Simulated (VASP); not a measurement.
The cell holds one Ca (fcc) (111) slab, with vacuum along c, ions free to move until forces fall under 0.03 eV/Å, no reconstruction beyond this cell, dipole correction on.

```xyz
3
Lattice="3.9404 0.0000 0.0000 -1.9702 3.4125 0.0000 0.0000 0.0000 24.6322" Properties=species:S:1:pos:R:3 pbc="T T T"
Ca     0.0000     2.2750     9.1808
Ca     0.0000     0.0000    12.3161
Ca     1.9702     1.1375    15.4513
```

The numbers are results of r2SCAN meta-GGA, VASP's PBE PAW potentials (set 64) (plane waves; VASP), not measurements. Settings: 400 eV cut-off, 8×8×1 Γ-centred mesh, first-order Methfessel-Paxton smearing of 0.10 eV, potentials Ca_sv.

Slab and bulk use different k-meshes, so the surface energy is good to a few per cent at best.

Predict its surface energy, work function, band gap (on the k-mesh).

```json
{
 "surface_energy": "0.49 J/m^2",
 "work_function": "3.04 eV",
 "band gap (on the k-mesh)": "none (metal, semimetal or under 0.01 eV)"
}
```

The cell is a thin slab with vacuum, built from Ca (fcc): (111) face.
